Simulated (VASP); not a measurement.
All values below come from revPBE GGA, VASP's PBE PAW potentials (set 64) (plane waves; VASP).

VASP ran on this input.

File POSCAR:
```
LiH
2.8955540
  0.0000000000   0.7071067070   0.7071067070
  0.7071067070   0.0000000000   0.7071067070
  0.7071067070   0.7071067070   0.0000000000
Li H
1 1
Cart
  0.0000000000   0.0000000000   0.0000000000
  0.7071067070   0.7071067070   0.7071067070
```

INCAR:
```
# general
SYSTEM = LiH
PREC   = Accurate
ENCUT  = 520
LREAL  = .FALSE.
LASPH  = .TRUE.

# electronic loop
EDIFF  = 1E-7
NELM   = 100
ALGO   = Normal

# smearing
ISMEAR = 0
SIGMA  = 0.05

# functional
GGA    = RE

# ions
ISIF   = 2

# output
LWAVE  = .FALSE.
LCHARG = .FALSE.
```

**KPOINTS**
```
Automatic mesh
0
Gamma
11 11 11
0 0 0
```

POTCAR, in this order: Li_sv H (PBE.64 set). Program: vasp_std.

The resulting files:

**OUTCAR**
```
 ion  position               nearest neighbor table
   1  0.000  0.000  0.000-
   2  0.500  0.500  0.500-
  LATTYP: Found a face centered cubic cell.
 ALAT       =     4.0949313076
 Subroutine PRICEL returns:
 Original cell was already a primitive cell.
 Subroutine GETGRP returns: Found 48 space group operations
The static configuration has the point symmetry O_h .
The dynamic configuration has the point symmetry O_h .
 Subroutine INISYM returns: Found 48 space group operations
 Subroutine IBZKPT returns following result:
 Found     56 irreducible k-points:

 Following reciprocal coordinates:
            Coordinates               Weight
  0.000000  0.000000  0.000000      1.000000
  0.090909  0.000000  0.000000      8.000000
  0.181818  0.000000  0.000000      8.000000
  0.272727  0.000000  0.000000      8.000000
  0.363636  0.000000  0.000000      8.000000
  0.454545  0.000000  0.000000      8.000000
  0.090909  0.090909  0.000000      6.000000
  0.181818  0.090909  0.000000     24.000000
  0.272727  0.090909  0.000000     24.000000
...
```

OSZICAR:
```
       N       E                     dE             d eps       ncg     rms          rms(c)
DAV:   1    -0.107920187283E+01   -0.10792E+01   -0.14622E+03   684   0.610E+02
DAV:   2    -0.614414662296E+01   -0.50649E+01   -0.50649E+01   930   0.686E+01
DAV:   3    -0.625191703387E+01   -0.10777E+00   -0.10777E+00   828   0.918E+00
DAV:   4    -0.625296834263E+01   -0.10513E-02   -0.10513E-02   906   0.881E-01
DAV:   5    -0.625297407525E+01   -0.57326E-05   -0.57326E-05   852   0.491E-02    0.292E+00
DAV:   6    -0.606580974895E+01    0.18716E+00   -0.15937E-01   744   0.185E+00    0.147E+00
DAV:   7    -0.600516391203E+01    0.60646E-01   -0.21264E-01   840   0.242E+00    0.232E-01
DAV:   8    -0.600781472244E+01   -0.26508E-02   -0.66448E-03   792   0.704E-01    0.410E-02
DAV:   9    -0.600778243939E+01    0.32283E-04   -0.22974E-04   960   0.934E-02    0.109E-02
DAV:  10    -0.600778315662E+01   -0.71723E-06   -0.90922E-06   822   0.239E-02    0.220E-03
DAV:  11    -0.600778141907E+01    0.17376E-05   -0.37526E-07   942   0.474E-03    0.694E-04
DAV:  12    -0.600777945399E+01    0.19651E-05   -0.21674E-08   498   0.161E-03    0.745E-04
DAV:  13    -0.600778036867E+01   -0.91468E-06   -0.78092E-09   336   0.766E-04    0.398E-05
DAV:  14    -0.600778041210E+01   -0.43429E-07   -0.10126E-09   336   0.279E-04
   1 F= -.60077804E+01 E0= -.60077804E+01  d E =-.580914E-17
```

### OUTCAR
```
------------------------ aborting loop because EDIFF is reached ----------------------------------------
  FORCE on cell =-STRESS in cart. coord.  units (eV):
  Direction    XX          YY          ZZ          XY          YZ          ZX
  --------------------------------------------------------------------------------------
  Total       -0.1056837     -0.1056837     -0.1056837     -0.0000000      0.0000000     -0.0000000
  in kB       -9.8636739     -9.8636739     -9.8636739     -0.0000000      0.0000000     -0.0000000
  external PRESSURE =      -9.8636739 kB  Pullay stress =       0.0000000 kB
  volume of cell :       17.17
      direct lattice vectors                 reciprocal lattice vectors
     0.000000000  2.047465654  2.047465654    -0.244204341  0.244204341  0.244204341
     2.047465654  0.000000000  2.047465654     0.244204341 -0.244204341  0.244204341
     2.047465654  2.047465654  0.000000000     0.244204341  0.244204341 -0.244204341
  FREE ENERGIE OF THE ION-ELECTRON SYSTEM (eV)
  ---------------------------------------------------
  free  energy   TOTEN  =        -6.0077804121 eV

  energy  without entropy=       -6.0077804121  energy(sigma->0) =       -6.00778041
```
(Selected blocks of OUTCAR.)

The compound is LiH in the rock salt structure. This cell is one point of a volume scan, at 1.03 of the reference volume.
